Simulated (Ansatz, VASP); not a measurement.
# Cross-check of Ag (Ag wire along [100], 24 atoms a period) between VASP and Ansatz, part 2 of 3

Aim: how closely do two programs agree when they are given the same cell, functional and k mesh? Of the first pair: The structure shown is the start of the Ansatz relaxation below; VASP solves that cell, so the two are compared at the walk's first step.

VASP 6.6.1 and Ansatz 0.2.0.

So far: Set-up; Ansatz: relaxation, PBE.

## 3. VASP: single point, PBE, start cell, pair 1

Level of this step: PBE; plane waves and PAW (Ag) (VASP).

The same cell, functional, mesh and smearing now go to VASP, with its own data sets.

Lines of VASP's logs that name or quote its potential files are left out, and so is its time.

The input, INCAR:

```
SYSTEM = Ag
PREC = Accurate
ENCUT = 400
EDIFF = 1E-06
NELM = 120
ISMEAR = -1
SIGMA = 0.05
LREAL = .FALSE.
ALGO = Normal
GGA = PE
NBANDS = 163
LASPH = .TRUE.
LORBIT = 11
LWAVE = .FALSE.
LCHARG = .FALSE.
ISIF = 2
GGA_COMPAT = .FALSE.
KPAR = 4
```

The input, POSCAR:

```
Ag
1.0
   17.1750000000      0.0000000000      0.0000000000
    0.0000000000     17.1750000000      0.0000000000
    0.0000000000      0.0000000000      4.1500000000
Ag
24
Direct
    0.1979621543      0.4395924309      0.0000000000
    0.3187772926      0.3187772926      0.0000000000
    0.3187772926      0.5604075691      0.0000000000
    0.4395924309      0.1979621543      0.0000000000
    0.4395924309      0.4395924309      0.0000000000
    0.4395924309      0.6812227074      0.0000000000
    0.5604075691      0.3187772926      0.0000000000
    0.5604075691      0.5604075691      0.0000000000
    0.5604075691      0.8020378457      0.0000000000
    0.6812227074      0.4395924309      0.0000000000
    0.6812227074      0.6812227074      0.0000000000
    0.8020378457      0.5604075691      0.0000000000
    0.1979621543      0.5604075691      0.5000000000
    0.3187772926      0.4395924309      0.5000000000
    0.3187772926      0.6812227074      0.5000000000
    0.4395924309      0.3187772926      0.5000000000
    0.4395924309      0.5604075691      0.5000000000
    0.4395924309      0.8020378457      0.5000000000
    0.5604075691      0.1979621543      0.5000000000
    0.5604075691      0.4395924309      0.5000000000
    0.5604075691      0.6812227074      0.5000000000
    0.6812227074      0.3187772926      0.5000000000
    0.6812227074      0.5604075691      0.5000000000
    0.8020378457      0.4395924309      0.5000000000
```

The input, KPOINTS:

```
Automatic mesh
0
Gamma
1 1 20
0 0 0
```

The projector-augmented-wave data sets are Ag (PBE family, release 64).

Run with:

```bash
$ mpirun -np 4 vasp_std
```

Numbers of over 12 decimals in the logs are rounded to 6 here.

Output:

```text
[banner, memory and clock lines left out]
running    4 mpi-ranks, on    1 nodes
 distrk:  each k-point on    1 cores,    4 groups
 distr:  one band on    1 cores,    1 groups

 POSCAR found type information on POSCAR Ag
 POSCAR found :  1 types and      24 ions
|                                                                             |
|               ----> ADVICE to this user running VASP <----                  |
|                                                                             |
|     You have a (more or less) 'large supercell' and for larger cells it     |
|     might be more efficient to use real-space projection operators.         |
|     Therefore, try LREAL= Auto in the INCAR file.                           |
|     Mind: For very accurate calculation, you might also keep the            |
|     reciprocal projection scheme (i.e. LREAL=.FALSE.).                      |
|                                                                             |

 LDA part: xc-table for (Slater+PW92), standard interpolation
 POSCAR, INCAR and KPOINTS ok, starting setup
 FFT: planning ... GRIDC
 FFT: planning ... GRID_SOFT
 FFT: planning ... GRID
 WAVECAR not read
 entering main loop
       N       E                     dE             d eps       ncg     rms          rms(c)
DAV:   1     0.142817844032E+04    0.14282E+04   -0.10246E+05  3642   0.112E+03
DAV:   2     0.627365477825E+01   -0.14219E+04   -0.13295E+04  3941   0.261E+02
DAV:   3    -0.595621262725E+02   -0.65836E+02   -0.64374E+02  3905   0.521E+01
DAV:   4    -0.605933774066E+02   -0.10313E+01   -0.10291E+01  3996   0.664E+00
DAV:   5    -0.606149797637E+02   -0.21602E-01   -0.21594E-01  4084   0.962E-01    0.178E+01
DAV:   6    -0.563732398943E+02    0.42417E+01   -0.14799E+01  3740   0.121E+01    0.118E+01
DAV:   7    -0.561872649185E+02    0.18597E+00   -0.53116E-01  3764   0.176E+00    0.640E+00
DAV:   8    -0.561469537166E+02    0.40311E-01   -0.56944E-02  3814   0.146E+00    0.671E-01
DAV:   9    -0.561453844518E+02    0.15693E-02   -0.10427E-02  3865   0.776E-01    0.166E-01
DAV:  10    -0.561453100074E+02    0.74444E-04   -0.15617E-03  3803   0.102E-01    0.926E-02
DAV:  11    -0.561451199798E+02    0.19003E-03   -0.58508E-04  3771   0.993E-02    0.557E-02
DAV:  12    -0.561448465244E+02    0.27346E-03   -0.48435E-04  3706   0.692E-02    0.306E-02
DAV:  13    -0.561448895552E+02   -0.43031E-04   -0.84072E-05  3752   0.254E-02    0.196E-02
DAV:  14    -0.561450229862E+02   -0.13343E-03   -0.50085E-05  3647   0.407E-02    0.103E-02
DAV:  15    -0.561452746156E+02   -0.25163E-03   -0.23110E-05  3716   0.181E-02    0.525E-03
DAV:  16    -0.561454752451E+02   -0.20063E-03   -0.14560E-05  3029   0.558E-03    0.344E-03
DAV:  17    -0.561456085692E+02   -0.13332E-03   -0.10377E-05  2493   0.324E-03    0.183E-03
DAV:  18    -0.561456751629E+02   -0.66594E-04   -0.27454E-06  2381   0.205E-03    0.128E-03
DAV:  19    -0.561457045313E+02   -0.29368E-04   -0.81314E-07  2348   0.135E-03    0.521E-04
DAV:  20    -0.561457190730E+02   -0.14542E-04   -0.50455E-07  2312   0.792E-04    0.299E-04
DAV:  21    -0.561457221286E+02   -0.30556E-05   -0.99997E-08  2287   0.514E-04    0.225E-04
DAV:  22    -0.561457229082E+02   -0.77969E-06   -0.29589E-08  2219   0.370E-04
   1 F= -.56145723E+02 E0= -.56112056E+02  d E =-.673332E-01
```

Parts of OUTCAR (step 3):

```text
ion  position               nearest neighbor table
   1  0.198  0.440  0.000-  13 2.93  13 2.93   3 2.93  14 2.93  14 2.93   2 2.93
   2  0.319  0.319  0.000-  14 2.93  16 2.93  14 2.93  16 2.93   1 2.93   4 2.93   5 2.93
   3  0.319  0.560  0.000-  14 2.93  14 2.93   1 2.93   5 2.93  13 2.93  13 2.93  15 2.93  17 2.93
                            15 2.93  17 2.93   6 2.93
   4  0.440  0.198  0.000-  19 2.93  19 2.93   7 2.93  16 2.93  16 2.93   2 2.93
   5  0.440  0.440  0.000-   8 2.93  17 2.93  20 2.93  17 2.93  20 2.93   7 2.93   3 2.93  14 2.93
                            16 2.93  14 2.93  16 2.93   2 2.93
   6  0.440  0.681  0.000-  21 2.93  21 2.93   9 2.93   8 2.93  18 2.93  18 2.93  15 2.93  17 2.93
                            15 2.93  17 2.93   3 2.93
   7  0.560  0.319  0.000-  16 2.93  16 2.93   4 2.93   5 2.93  19 2.93  19 2.93  20 2.93  22 2.93
                            20 2.93  22 2.93  10 2.93
   8  0.560  0.560  0.000-   5 2.93  17 2.93  20 2.93  17 2.93  20 2.93   6 2.93  10 2.93  21 2.93
                            23 2.93  21 2.93  23 2.93  11 2.93
   9  0.560  0.802  0.000-  18 2.93  18 2.93   6 2.93  21 2.93  21 2.93  11 2.93
  10  0.681  0.440  0.000-  23 2.93  23 2.93  12 2.93   8 2.93  24 2.93  24 2.93  20 2.93  22 2.93
                            20 2.93  22 2.93   7 2.93
  11  0.681  0.681  0.000-  21 2.93  23 2.93  21 2.93  23 2.93   9 2.93  12 2.93   8 2.93
  12  0.802  0.560  0.000-  24 2.93  24 2.93  10 2.93  23 2.93  23 2.93  11 2.93
  13  0.198  0.560  0.500-   1 2.93   1 2.93  14 2.93   3 2.93   3 2.93  15 2.93
  14  0.319  0.440  0.500-   3 2.93   3 2.93  13 2.93  17 2.93   1 2.93   1 2.93   2 2.93   2 2.93
                             5 2.93   5 2.93  16 2.93
  15  0.319  0.681  0.500-   3 2.93   6 2.93   3 2.93   6 2.93  13 2.93  18 2.93  17 2.93
  16  0.440  0.319  0.500-   7 2.93   7 2.93  19 2.93  20 2.93   4 2.93   4 2.93   2 2.93   5 2.93
                             5 2.93   2 2.93  14 2.93
  17  0.440  0.560  0.500-  20 2.93   8 2.93   5 2.93   5 2.93   8 2.93  14 2.93  21 2.93   3 2.93
                             3 2.93   6 2.93   6 2.93  15 2.93
  18  0.440  0.802  0.500-   9 2.93   9 2.93  21 2.93   6 2.93   6 2.93  15 2.93
  19  0.560  0.198  0.500-   4 2.93   4 2.93  16 2.93   7 2.93   7 2.93  22 2.93
  20  0.560  0.440  0.500-  17 2.93   8 2.93   5 2.93   5 2.93   8 2.93  16 2.93  23 2.93  10 2.93
                             7 2.93   7 2.93  10 2.93  22 2.93
  21  0.560  0.681  0.500-   6 2.93   6 2.93  18 2.93  17 2.93   9 2.93   9 2.93   8 2.93   8 2.93
                            11 2.93  11 2.93  23 2.93
  22  0.681  0.319  0.500-   7 2.93  10 2.93   7 2.93  10 2.93  19 2.93  24 2.93  20 2.93
  23  0.681  0.560  0.500-  10 2.93  10 2.93  24 2.93  20 2.93  12 2.93  12 2.93   8 2.93  11 2.93
                            11 2.93   8 2.93  21 2.93
  24  0.802  0.440  0.500-  12 2.93  12 2.93  23 2.93  10 2.93  10 2.93  22 2.93

  LATTYP: Found a simple tetragonal cell.
 ALAT       =    17.1750000000
 C/A-ratio  =     0.2416302766

 Subroutine GETGRP returns: Found 16 space group operations
 (whereof  8 operations were pure point group operations)

The static configuration has the point symmetry D_2h.
 The point group associated with its full space group is D_4h.

 Found     11 irreducible k-points:

   k-points           NKPTS =     11   k-points in BZ     NKDIM =     11   number of bands    NBANDS=    163

   dimension x,y,z NGX =   112 NGY =  112 NGZ =   28
   dimension x,y,z NGXF=   224 NGYF=  224 NGZF=   56

   ENCUT  =  400.0 eV  29.40 Ry    5.42 a.u.  28.01 28.01  6.77*2*pi/ulx,y,z

   NELECT =     264.0000    total number of electrons

 k-points in reciprocal lattice and weights: Automatic mesh
   0.00000000  0.00000000  0.00000000       0.050
   0.00000000  0.00000000  0.05000000       0.100
   0.00000000  0.00000000  0.10000000       0.100
   0.00000000  0.00000000  0.15000000       0.100
   0.00000000  0.00000000  0.20000000       0.100
   0.00000000  0.00000000  0.25000000       0.100
   0.00000000  0.00000000  0.30000000       0.100
   0.00000000  0.00000000  0.35000000       0.100
   0.00000000  0.00000000  0.40000000       0.100
   0.00000000  0.00000000  0.45000000       0.100
   0.00000000  0.00000000  0.50000000       0.050

 average (electrostatic) potential at core
       1 -78.5598       2 -78.6210       3 -78.9305       4 -78.5598       5 -79.0138
       6 -78.9305       7 -78.9305       8 -79.0138       9 -78.5598      10 -78.9305
      11 -78.6210      12 -78.5598      13 -78.5598      14 -78.9305      15 -78.6210
      16 -78.9305      17 -79.0138      18 -78.5598      19 -78.5598      20 -79.0138
      21 -78.9305      22 -78.6210      23 -78.9305      24 -78.5598

 E-fermi :   0.0962

 k-point     1 :       0.0000    0.0000    0.0000
  band No.  band energies     occupation
    ...
    129      -0.9893      2.00000
    130      -0.9893      2.00000
    131      -0.8532      2.00000
    132      -0.3006      1.99928
    133      -0.2049      1.99515
    134       0.8230      0.00000
    135       0.8280      0.00000
    136       1.1365      0.00000
    137       1.1365      0.00000
    138       1.7735      0.00000
    ...

 k-point     2 :       0.0000    0.0000    0.0500
  band No.  band energies     occupation
    ...
    129      -0.9725      2.00000
    130      -0.9725      2.00000
    131      -0.8114      2.00000
    132      -0.2775      1.99886
    133      -0.1741      1.99105
    134       0.8413      0.00000
    135       0.8483      0.00000
    136       1.1672      0.00000
    137       1.1672      0.00000
    138       1.8002      0.00000
    ...

 k-point     3 :       0.0000    0.0000    0.1000
  band No.  band energies     occupation
    ...
    129      -0.9216      2.00000
    130      -0.9216      2.00000
    131      -0.6917      2.00000
    132      -0.2086      1.99550
    133      -0.0840      1.94692
    134       0.8943      0.00000
    135       0.9088      0.00000
    136       1.2570      0.00000
    137       1.2570      0.00000
    138       1.8788      0.00000
    ...

  Total       -8.0779454     -8.0779454    -14.2674349      0.0000000      0.0000000      0.0000000
  in kB      -10.5723105    -10.5723105    -18.6730343      0.0000000      0.0000000      0.0000000
  external PRESSURE =     -13.2725517 kB  Pullay stress =       0.0000000 kB

  energy-cutoff  :      400.00
  volume of cell :     1224.17
      direct lattice vectors                 reciprocal lattice vectors
    17.175000000  0.000000000  0.000000000     0.058224163  0.000000000  0.000000000
     0.000000000 17.175000000  0.000000000     0.000000000  0.058224163  0.000000000
     0.000000000  0.000000000  4.150000000     0.000000000  0.000000000  0.240963855

 POSITION                                       TOTAL-FORCE (eV/Angst)
 -----------------------------------------------------------------------------------
      3.40000      7.55000      0.00000         0.350914      0.211350     -0.000000
      5.47500      5.47500      0.00000         0.183039      0.183039      0.000000
      5.47500      9.62500      0.00000        -0.237425      0.150224      0.000000
      7.55000      3.40000      0.00000         0.211350      0.350914     -0.000000
      7.55000      7.55000      0.00000        -0.027100     -0.027100      0.000000
      7.55000     11.70000      0.00000        -0.150224      0.237425     -0.000000
      9.62500      5.47500      0.00000         0.150224     -0.237425      0.000000
      9.62500      9.62500      0.00000         0.027100      0.027100     -0.000000
      9.62500     13.77500      0.00000        -0.211350     -0.350914      0.000000
     11.70000      7.55000      0.00000         0.237425     -0.150224     -0.000000
     11.70000     11.70000      0.00000        -0.183039     -0.183039     -0.000000
     13.77500      9.62500      0.00000        -0.350914     -0.211350      0.000000
      3.40000      9.62500      2.07500         0.350914     -0.211350      0.000000
      5.47500      7.55000      2.07500        -0.237425     -0.150224      0.000000
      5.47500     11.70000      2.07500         0.183039     -0.183039     -0.000000
      7.55000      5.47500      2.07500        -0.150224     -0.237425     -0.000000
      7.55000      9.62500      2.07500        -0.027100      0.027100     -0.000000
      7.55000     13.77500      2.07500         0.211350     -0.350914     -0.000000
      9.62500      3.40000      2.07500        -0.211350      0.350914     -0.000000
      9.62500      7.55000      2.07500         0.027100     -0.027100      0.000000
      9.62500     11.70000      2.07500         0.150224      0.237425      0.000000
     11.70000      5.47500      2.07500        -0.183039      0.183039      0.000000
     11.70000      9.62500      2.07500         0.237425      0.150224     -0.000000
     13.77500      7.55000      2.07500        -0.350914      0.211350     -0.000000
 -----------------------------------------------------------------------------------
    total drift:                               -0.000000     -0.000000      0.000000

  FREE ENERGIE OF THE ION-ELECTRON SYSTEM (eV)
  ---------------------------------------------------
  free  energy   TOTEN  =       -56.1457229082 eV

  energy  without entropy=      -56.0783897046  energy(sigma->0) =      -56.11205631

 total charge
# of ion       s       p       d       tot
------------------------------------------
    1        0.411   0.125   9.224   9.760
    2        0.406   0.149   9.215   9.770
    3        0.396   0.249   9.165   9.810
    4        0.411   0.125   9.224   9.760
    5        0.395   0.272   9.160   9.827
    6        0.396   0.249   9.165   9.810
    7        0.396   0.249   9.165   9.810
    8        0.395   0.272   9.160   9.827
    9        0.411   0.125   9.224   9.760
   10        0.396   0.249   9.165   9.810
   11        0.406   0.149   9.215   9.770
   12        0.411   0.125   9.224   9.760
   13        0.411   0.125   9.224   9.760
   14        0.396   0.249   9.165   9.810
   15        0.406   0.149   9.215   9.770
   16        0.396   0.249   9.165   9.810
   17        0.395   0.272   9.160   9.827
   18        0.411   0.125   9.224   9.760
   19        0.411   0.125   9.224   9.760
   20        0.395   0.272   9.160   9.827
   21        0.396   0.249   9.165   9.810
   22        0.406   0.149   9.215   9.770
   23        0.396   0.249   9.165   9.810
   24        0.411   0.125   9.224   9.760
--------------------------------------------------
tot          9.662   4.677 220.609 234.948

[... 3 further parts left out ...]
```

## 4. Side by side

Known differences besides the potentials themselves: the data sets hold 456 valence electrons in Ansatz (on its PAW soft_1 files) and 264 in VASP; the cutoff is 420 eV in Ansatz and 400 eV in VASP. Total energies have different zeros and are not compared.

Forces on 10 of the 24 atoms, those with the largest forces and the largest differences (eV/Å; atoms numbered as in POSCAR):

| atom | Ansatz x, y, z | VASP x, y, z |
| --- | --- | --- |
| Ag1 | 0.347, 0.209, 0.000 | 0.351, 0.211, 0.000 |
| Ag2 | 0.180, 0.180, 0.000 | 0.183, 0.183, 0.000 |
| Ag4 | 0.209, 0.347, 0.000 | 0.211, 0.351, 0.000 |
| Ag9 | -0.209, -0.347, 0.000 | -0.211, -0.351, 0.000 |
| Ag11 | -0.180, -0.180, 0.000 | -0.183, -0.183, 0.000 |
| Ag12 | -0.347, -0.209, 0.000 | -0.351, -0.211, 0.000 |
| Ag13 | 0.347, -0.209, 0.000 | 0.351, -0.211, 0.000 |
| Ag15 | 0.180, -0.180, 0.000 | 0.183, -0.183, 0.000 |
| Ag19 | -0.209, 0.347, 0.000 | -0.211, 0.351, 0.000 |
| Ag24 | -0.347, 0.209, 0.000 | -0.351, 0.211, 0.000 |

The forces differ by 2.2 meV/Å r.m.s., which is 1.3 % of the r.m.s. force of 0.177 eV/Å (both taken over all components).

(Part 2 of 3 ends here.)

[Lines on the potential files, build, host, timing and source positions are cut from VASP's logs without a mark.]

[Logs are printed without paths, hosts, clocks, repeated set-up lines and the standing remarks that a program may print on its own settings, such as how far it seeks lower states.]

[Hosts, paths, dates, database ids (printed as entryN), source tags and the programs' standing remarks are cut or masked in the printed files.]
